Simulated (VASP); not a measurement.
ZnS, 2 atoms in the cell. Symmetry: F-43m, No. 216, cubic system. The conventional cell has a = 5.361 Å, b = 5.361 Å, c = 5.361 Å, α = 90.00°, β = 90.00°, γ = 90.00°. Zn (site symmetry -43m) is surrounded by 4 S at 2.32 Å. S (site symmetry -43m) is surrounded by 4 Zn at 2.32 Å. The cell is a database's computed one.

| Property | Result |
| --- | --- |
| Program | VASP 6.6.1 |
| Task | single point |
| Functional | HSE06 |
| Potentials or basis | VASP PAW PBE potentials, release 64 (Zn, S) |
| Cutoff | 520 eV |
| k mesh | 6 × 6 × 6 |
| Occupations | gaussian, width 0.02 eV |
| Spin | no spin polarisation |
| Grid for exact exchange (PRECFOCK) | Fast |
| Screening parameter | 0.2 1/A |
| Further INCAR settings | ALGO = Normal; EDIFF = 1e-06; NBANDS = 16 |

Potentials or basis: VASP PAW PBE potentials, release 64 (Zn, S).

Command:

```bash
$ cat potpaw_PBE.64/Zn/POTCAR potpaw_PBE.64/S/POTCAR > POTCAR
$ cp INCAR.step1 INCAR
$ mpirun -np 1 vasp_std > vasp.out
$ cp INCAR.step2 INCAR
$ mpirun -np 1 vasp_std > vasp.out
```

Hardware: 1 thread of AMD EPYC 7R43 64-Core Processor (Zen 3), with other jobs on the host.

Question: How long does it take, and how much memory?

Answer: Run time: 22 min on 1 thread of AMD EPYC 7R43 64-Core Processor (Zen 3) (shared host), peak memory 0.24 GiB. Counts: scf iterations 10, k points 16.
